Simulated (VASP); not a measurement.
Runs of VASP 6.6.1 on PtS2. It takes space group P-3m1 (No. 164, trigonal). The conventional cell has a = 3.549 Å, b = 3.549 Å, c = 5.597 Å, α = 90.00°, β = 90.00°, γ = 120.00°. Around Pt (site symmetry -3m) lie 6 S at 2.39 Å. S (site symmetry 3m) has 3 Pt at 2.39 Å as nearest neighbours. The cell is a database's computed one.

| level | k mesh | cutoff (eV) | mesh quality | gap on the mesh (eV) | pressure (GPa) | relaxed volume (Å³/atom) |
| --- | --- | --- | --- | --- | --- | --- |
| PBEsol | 9 × 9 × 6 | 300 | not flagged | 0.30 | 0.0 | (c) |
| PBE | 9 × 9 × 6 | 600 | not flagged | 1.51 | 0.0 | 23.25 |
| PBE+D3(BJ) | 9 × 9 × 6 | 600 | not flagged | 0.16 | 0.0 | 17.30 |
| PBEsol | 3 × 3 × 2 | 600 | coarse | 0.94 | 0.0 | (a) |
| PBEsol | 9 × 9 × 6 | 580 | not flagged | 0.37 | 0.0 | (b) |

Alike in all rows: task relaxation of cell and atoms; potentials or basis VASP PAW PBE potentials, release 64 (Pt, S); no spin polarisation; cell relaxed; smearing gaussian 0.02 eV.

Problem. Estimate the missing entries.

Solution. (a) 18.66; (b) 17.66; (c) 17.48.

Caveats: some runs use coarse meshes; spin-orbit coupling is left out, which moves the levels of the heavy elements; an odd mesh through Γ misses points on the zone boundary, where band edges often lie; this functional lacks dispersion, which binds the layers, so the pressure and a relaxed spacing across them are unreliable (some runs); the PAW data sets were made with another functional, which shifts forces and pressure a little (some runs); the cutoff is under 1.25 times the usual one of these potentials, so pressure, stress and relaxed cells hold a basis-set (Pulay) error (some runs).

A k mesh can miss the band edges, and the runs leave out spin-orbit coupling on Pt.

Not every run made on this cell is shown here.
